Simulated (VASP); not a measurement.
Input:

```
Al2Au
1.0
    0.00000     3.01018     3.01018
    3.01018     0.00000     3.01018
    3.01018     3.01018     0.00000
Al Au
2 1
Direct
  0.25000   0.25000   0.25000
  0.75000   0.75000   0.75000
  0.00000   0.00000   0.00000
```

Level of theory: SCAN meta-GGA, VASP's PBE PAW potentials (set 64) (plane waves; VASP 6.6.1). Numerical set-up: 520 eV cut-off, 9×9×9 Γ-centred mesh, first-order Methfessel-Paxton smearing of 0.10 eV, potentials Al Au.

Task: The job: AuAl2 (fluorite), 3 atoms, SCAN, static run, 520 eV, 9×9×9 Γ-centred mesh. Roughly how much core time does it take on a busy server core?

Result: About 2 core-minutes (one run on a shared machine, a rough figure). It had 35 irreducible k-points, 12 bands, up to 1484 plane waves and 26 electronic steps.

The compound is AuAl2 in the fluorite structure. This cell is one point of a volume scan, at 1.03 of the reference volume.
